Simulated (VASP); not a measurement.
```
CELL_PARAMETERS angstrom
      4.64098    -8.03841     0.00000
      4.64098     8.03841     0.00000
      0.00000     0.00000    10.12768
ATOMIC_POSITIONS crystal
  Si 0.99982 0.99954 0.00035
  Si 0.99913 0.99976 0.49990
  Si 0.22336 0.11193 0.75112
  Si 0.11098 0.22104 0.25081
  Si 0.99973 0.33235 0.00051
  Si 0.99944 0.33116 0.50006
  Si 0.22171 0.44439 0.75151
  Si 0.11056 0.55471 0.25099
  Si 0.99968 0.66610 0.00067
  Si 0.99713 0.66475 0.50037
  Si 0.22136 0.77769 0.75100
  Si 0.11095 0.88794 0.25112
  Si 0.33311 0.99964 0.00069
  Si 0.33403 0.00162 0.50038
  Si 0.55549 0.11033 0.75121
  Si 0.44497 0.22161 0.25029
  Si 0.33312 0.33308 0.00143
  Si 0.34377 0.34852 0.49767
  Si 0.55505 0.44420 0.75698
  Si 0.44367 0.55521 0.24986
  Si 0.33278 0.66651 0.00066
  Si 0.33055 0.66810 0.50107
  Si 0.55448 0.77728 0.75161
  Si 0.44424 0.88841 0.25104
  Si 0.66688 0.99948 0.00057
  Si 0.66755 0.99937 0.50014
  Si 0.88881 0.11011 0.75147
  Si 0.77853 0.22023 0.24936
  Si 0.66651 0.33265 0.00120
  Si 0.66812 0.33034 0.49609
  Si 0.88851 0.44336 0.75114
  Si 0.77729 0.55379 0.25034
  Si 0.66618 0.66608 0.00163
  Si 0.65008 0.65516 0.49781
  Si 0.88719 0.77582 0.75116
  Si 0.77793 0.88789 0.25093
  C  0.00017 0.99900 0.81233
  C  0.00011 0.99894 0.31319
  C  0.22948 0.11910 0.56212
  C  0.11069 0.22137 0.06203
  C  0.99980 0.33241 0.81317
  C  0.00037 0.33221 0.31282
  C  0.22126 0.44678 0.56317
  C  0.11055 0.55476 0.06192
  C  0.99924 0.66566 0.81309
  C  0.99902 0.66552 0.31303
  C  0.21939 0.77944 0.56167
  C  0.11090 0.88835 0.06191
  C  0.33338 0.99978 0.81313
  C  0.33341 0.99993 0.31311
  C  0.55580 0.10906 0.56230
  C  0.44410 0.22175 0.06138
  C  0.33203 0.33281 0.81439
  C  0.33457 0.33367 0.31104
  C  0.44368 0.55548 0.06124
  C  0.33254 0.66642 0.81329
  C  0.33268 0.66629 0.31336
  C  0.55192 0.77760 0.56326
  C  0.44440 0.88876 0.06198
  C  0.66663 0.99925 0.81319
  C  0.66669 0.99850 0.31293
  C  0.88892 0.10980 0.56213
  C  0.77798 0.22119 0.06083
  C  0.66689 0.33211 0.81379
  C  0.66788 0.33095 0.30897
  C  0.88963 0.44297 0.56224
  C  0.77749 0.55496 0.06142
  C  0.66634 0.66720 0.81454
  C  0.66518 0.66417 0.31113
  C  0.87991 0.76952 0.56218
  C  0.77799 0.88855 0.06212
```

The numbers are results of HSE06 screened hybrid, VASP's PBE PAW potentials (set 64) (plane waves; VASP 6.6.1), not measurements. Settings: PREC = Normal, LREAL = Auto, ISYM = 0, EDIFF = 1E-5, 400 eV cut-off, 1×1×1 Γ-centred mesh, Gaussian smearing of 0.050 eV, potentials Si C. Starting moments (MAGMOM): 71*0.0282. The cell's moment is fixed (NUPDOWN = 2).

The supercell is sampled at Γ alone, which is coarse: total energies, pressure and levels can be off, energies of defects by several tenths of an eV.

Task: Predict the cell moment, energy per atom (σ→0).

Result: 
* **cell moment**: 2.00 μB
* **energy per atom (σ→0)**: -8.533 eV/atom

Task: Give the moment on each site (PAW-sphere projection).

Result: 
| site | moment (μB) |
|---|---|
| Si1 | 0.00 |
| Si2 | 0.00 |
| Si3 | 0.00 |
| Si4 | 0.01 |
| Si5 | 0.00 |
| Si6 | 0.00 |
| Si7 | 0.00 |
| Si8 | 0.00 |
| Si9 | 0.00 |
| Si10 | 0.00 |
| Si11 | 0.00 |
| Si12 | 0.00 |
| Si13 | 0.00 |
| Si14 | 0.00 |
| Si15 | 0.00 |
| Si16 | 0.00 |
| Si17 | 0.01 |
| Si18 | 0.04 |
| Si19 | 0.19 |
| Si20 | 0.00 |
| Si21 | 0.00 |
| Si22 | 0.00 |
| Si23 | 0.00 |
| Si24 | 0.00 |
| Si25 | 0.00 |
| Si26 | 0.00 |
| Si27 | 0.00 |
| Si28 | 0.01 |
| Si29 | 0.01 |
| Si30 | 0.20 |
| Si31 | 0.00 |
| Si32 | 0.00 |
| Si33 | 0.01 |
| Si34 | 0.04 |
| Si35 | 0.00 |
| Si36 | 0.01 |
| C37 | 0.00 |
| C38 | 0.00 |
| C39 | 0.00 |
| C40 | 0.00 |
| C41 | 0.00 |
| C42 | 0.00 |
| C43 | 0.04 |
| C44 | 0.00 |
| C45 | 0.00 |
| C46 | 0.00 |
| C47 | 0.00 |
| C48 | 0.00 |
| C49 | 0.00 |
| C50 | 0.00 |
| C51 | 0.03 |
| C52 | 0.00 |
| C53 | 0.02 |
| C54 | 0.02 |
| C55 | 0.00 |
| C56 | 0.00 |
| C57 | 0.00 |
| C58 | 0.05 |
| C59 | 0.00 |
| C60 | 0.00 |
| C61 | 0.00 |
| C62 | 0.00 |
| C63 | 0.01 |
| C64 | 0.02 |
| C65 | 0.03 |
| C66 | 0.03 |
| C67 | 0.00 |
| C68 | 0.02 |
| C69 | 0.02 |
| C70 | 0.00 |
| C71 | 0.00 |

The cell is a supercell with a defect, built from SiC (4h): vac_C. The cell's shape comes from a PBE relaxation.
